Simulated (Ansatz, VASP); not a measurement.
# One calculation of Ge5Pd, two programs

```
Ge Pd
1.0
     0.00000    3.88208    3.88208
     3.88208    0.00000    3.88208
     3.88208    3.88208    0.00000
Ge Pd
5 1
Cartesian
  1.9410 1.9410 1.9410
  4.8537 2.9105 2.9105
  4.8537 4.8537 4.8537
  2.9105 4.8537 2.9105
  2.9105 2.9105 4.8537
  0.0000 0.0000 0.0000
```

Change from the starting cell: species swapped into the ZrCu5 type (F-43m, No. 216).

Alike in both runs: functional PBE; k mesh 8 × 8 × 8; occupations gaussian, width 0.1 eV; no spin polarisation.

Ansatz relaxed the structure, and its values are those at the end. VASP's run is a single point on that final structure, the one shown.

|  | VASP | Ansatz |
| --- | --- | --- |
| version | VASP 6.6.1 | Ansatz 0.2.0 |
| potentials or method | VASP PAW PBE potentials, release 64 (Ge_d, Pd) | scalar-relativistic, plane waves, PAW |
| plane-wave cutoff (eV) | 520 | 420 |
| valence electrons in the cell | 80 | 88 |

```csv
,VASP,Ansatz,Ansatz less VASP
gap on the k mesh at the Fermi level (eV),none,none,-
pressure (GPa),0.0,0.0,-0.06
```

A gap of «none» marks a metal or a gap that the smearing closes. The two sets of potentials don't hold the same shells in valence.
